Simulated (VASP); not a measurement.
Runs of VASP 6.6.1 on Y. Symmetry: P6_3/mmc, No. 194, hexagonal system. Conventional cell: a = 3.647 Å, b = 3.647 Å, c = 5.731 Å, α = 90.00°, β = 90.00°, γ = 120.00°. Y (site symmetry -6m2) is surrounded by 12 Y at 3.56 to 3.65 Å. 

```tsv
task	level	potentials or basis	cell	cutoff (eV)	gap on the mesh (eV)	pressure (GPa)	relaxed volume (Å³/atom)
relaxation of cell and atoms	LDA	VASP PAW LDA potentials, release 64 (Y_sv)	relaxed	600	none	0.0	29.82
relaxation of cell and atoms	PBEsol	VASP PAW PBE potentials, release 64 (Y_sv)	relaxed	600	none	0.0	(a)
band structure	PBEsol	VASP PAW PBE potentials, release 64 (Y_sv)	P6_3/mmc, 31.28 Å³/atom	520	-	0.0	-
band structure	LDA	VASP PAW LDA potentials, release 64 (Y_sv)	P6_3/mmc, 29.82 Å³/atom	520	-	0.0	-
```

Alike in all rows: no spin polarisation; k mesh 12 × 12 × 7; smearing methfessel-paxton 0.1 eV.

Task: Estimate the missing entries.

Result: (a) 31.30.

Caveats: the PAW data sets were made with another functional, which shifts forces and pressure a little (some runs).

A k mesh can miss the band edges, and the runs leave out spin-orbit coupling on Y.

A gap of «none» marks a metal or a gap under the smearing width.
